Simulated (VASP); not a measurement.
Calculation: PBEsol GGA, VASP's PBE PAW potentials (set 64) (plane waves; VASP).

VASP input:

File KPOINTS:
```
Regular mesh
0
Gamma
 7 7 8
```

POSCAR:
```
LaGaNi4
1
    5.0455690000     0.0000000000     0.0000000000
   -2.5227850000     4.3695910000     0.0000000000
    0.0000000000     0.0000000000     3.7624550000
La Ga Ni
1 1 4
Direct
  0.0000000000   0.0000000000   0.0000000000
  0.3333330000   0.6666670000   0.0000000000
  0.6666670000   0.3333330000   0.0000000000
  0.9935400000   0.4967700000   0.5000000000
  0.5032300000   0.0064600000   0.5000000000
  0.5032300000   0.4967700000   0.5000000000
```

**INCAR**
```
# general
SYSTEM   =  LaGaNi4
PREC     =  Accurate
ENCUT    =  300
LREAL    =  .False.
LASPH    =  .True.

# electronic loop
EDIFF    =  1E-6
NELM     =  100
ALGO     =  Normal
LMAXMIX  =  6

# smearing
ISMEAR   =  -1
SIGMA    =  0.05

# functional
GGA      =  PS

# ions
ISIF     =  2

# output
LWAVE    =  .False.
LCHARG   =  .False.
```

POTCAR, in this order: La Ga_d Ni (PBE.64 set). Program: vasp_std.

Output

OSZICAR:
```
       N       E                     dE             d eps       ncg     rms          rms(c)
DAV:   1     0.426196684509E+03    0.42620E+03   -0.18306E+04  3128   0.192E+03
DAV:   2     0.344490773135E+02   -0.39175E+03   -0.37327E+03  3304   0.416E+02
DAV:   3    -0.341220208646E+02   -0.68571E+02   -0.64858E+02  3446   0.175E+02
DAV:   4    -0.440456565039E+02   -0.99236E+01   -0.95328E+01  5880   0.565E+01
DAV:   5    -0.446413860889E+02   -0.59573E+00   -0.56917E+00  4876   0.145E+01    0.327E+01
DAV:   6    -0.670397714238E+02   -0.22398E+02   -0.48993E+02  5408   0.268E+02    0.550E+01
DAV:   7    -0.391934743000E+02    0.27846E+02   -0.12236E+02  4548   0.138E+02    0.135E+01
DAV:   8    -0.360331635789E+02    0.31603E+01   -0.16927E+01  4742   0.366E+01    0.433E+00
DAV:   9    -0.358047824590E+02    0.22838E+00   -0.59977E+00  5598   0.235E+01    0.300E+00
DAV:  10    -0.360008958543E+02   -0.19611E+00   -0.22592E+00  4840   0.270E+01    0.442E+00
DAV:  11    -0.357613618131E+02    0.23953E+00   -0.69219E-01  4480   0.179E+01    0.923E-01
DAV:  12    -0.357599039076E+02    0.14579E-02   -0.32556E-01  5560   0.503E+00    0.764E-01
DAV:  13    -0.357570798260E+02    0.28241E-02   -0.28561E-02  3908   0.222E+00    0.320E-01
DAV:  14    -0.357577971974E+02   -0.71737E-03   -0.70119E-03  5698   0.811E-01    0.218E-01
DAV:  15    -0.357578705770E+02   -0.73380E-04   -0.24427E-03  5444   0.956E-01    0.105E-01
DAV:  16    -0.357576701473E+02    0.20043E-03   -0.61332E-04  5440   0.357E-01    0.472E-02
DAV:  17    -0.357576292711E+02    0.40876E-04   -0.36980E-04  5440   0.172E-01    0.160E-02
DAV:  18    -0.357576284373E+02    0.83385E-06   -0.27189E-05  4280   0.471E-02    0.643E-03
DAV:  19    -0.357576285763E+02   -0.13898E-06   -0.50426E-06  3456   0.230E-02
   1 F= -.35757629E+02 E0= -.35746019E+02  d E =-.232200E-01
```

### OUTCAR
```
------------------------ aborting loop because EDIFF is reached ----------------------------------------
  FORCE on cell =-STRESS in cart. coord.  units (eV):
  Direction    XX          YY          ZZ          XY          YZ          ZX
  --------------------------------------------------------------------------------------
  Total        3.1522178      3.1522179      3.9765125     -0.0000004      0.0000000      0.0000000
  in kB       60.8841920     60.8841940     76.8052108     -0.0000070      0.0000000      0.0000000
  external PRESSURE =      66.1911989 kB  Pullay stress =       0.0000000 kB
  volume of cell :       82.95
      direct lattice vectors                 reciprocal lattice vectors
     5.045569000  0.000000000  0.000000000     0.198193702  0.114427208  0.000000000
    -2.522785000  4.369591000  0.000000000     0.000000000  0.228854371  0.000000000
     0.000000000  0.000000000  3.762455000     0.000000000  0.000000000  0.265783910
 POSITION                                       TOTAL-FORCE (eV/Angst)
 -----------------------------------------------------------------------------------
      0.00000      0.00000      0.00000         0.000000      0.000000     -0.000000
     -0.00000      2.91306      0.00000         0.000000      0.000000     -0.000000
      2.52279      1.45653      0.00000         0.000000      0.000000     -0.000000
      3.75973      2.17068      1.88123         0.043040      0.024849      0.000000
      2.52278      0.02823      1.88123         0.000000     -0.049699     -0.000000
      1.28584      2.17068      1.88123        -0.043041      0.024849      0.000000
 -----------------------------------------------------------------------------------
    total drift:                                0.000635     -0.000369      0.000000
  FREE ENERGIE OF THE ION-ELECTRON SYSTEM (eV)
  ---------------------------------------------------
  free  energy   TOTEN  =       -35.7576285763 eV

  energy  without entropy=      -35.7344085298  energy(sigma->0) =      -35.74601855
```
(Selected blocks of OUTCAR.)

At this cut-off the stress carries a Pulay error, which pulls relaxed volumes low.

The structure comes from a computed database's LaGaNi4 entry; how it stands against other phases isn't given here. The cell was not relaxed at this level, and its volume differs by -5.9 % from the start's. The run is not spin-polarised, so no magnetic state was tried.
